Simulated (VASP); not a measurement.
ZnP:

```
CELL_PARAMETERS angstrom
3.17531 0.00000 0.00000
0.00000 3.17531 0.00000
0.00000 0.00000 3.17531
ATOMIC_POSITIONS crystal
Zn 0.50000 0.50000 0.50000
P 0.00000 0.00000 0.00000
```

The cell was built by a generator and needn't be a form met in nature.

```yaml
Program: VASP 6.6.1
Task: relaxation of cell and atoms
Functional: r2SCAN
Potentials_or_basis: VASP PAW PBE potentials, release 64 (Zn, P)
Cutoff: 600 eV
k_mesh: 11 × 11 × 11
Occupations: fermi-dirac, width 0.1 eV
Spin: no spin polarisation
```

At the start: pressure -3.5 GPa; volume 16.01 Å³/atom.

Problem. How do energy, volume and symmetry change on relaxing?

Solution. Over 6 steps the energy falls by 7.6 meV/atom and the volume is 15.37 Å³/atom (-4.0 %); space group Pm-3m (No. 221, to 0.05 Å).

Step by step:
```tsv
step	energy change (eV)	largest force (eV/Å)	pressure (GPa)	volume (Å³)
1	0.0000	0.0000	-3.49	32.02
2	-0.0143	0.0000	1.01	30.43
3	-0.0151	0.0000	-0.27	30.72
4	-0.0151	0.0000	0.33	30.65
5	-0.0151	0.0000	0.11	30.69
6	-0.0151	0.0000	-0.03	30.73
```

Final structure:
```
CELL_PARAMETERS angstrom
3.13239 0.00000 0.00000
0.00000 3.13239 0.00000
0.00000 0.00000 3.13239
ATOMIC_POSITIONS crystal
Zn 0.50000 0.50000 0.50000
P 0.00000 0.00000 0.00000
```

Caveat: the PAW data sets were made with another functional, which shifts forces and pressure a little.
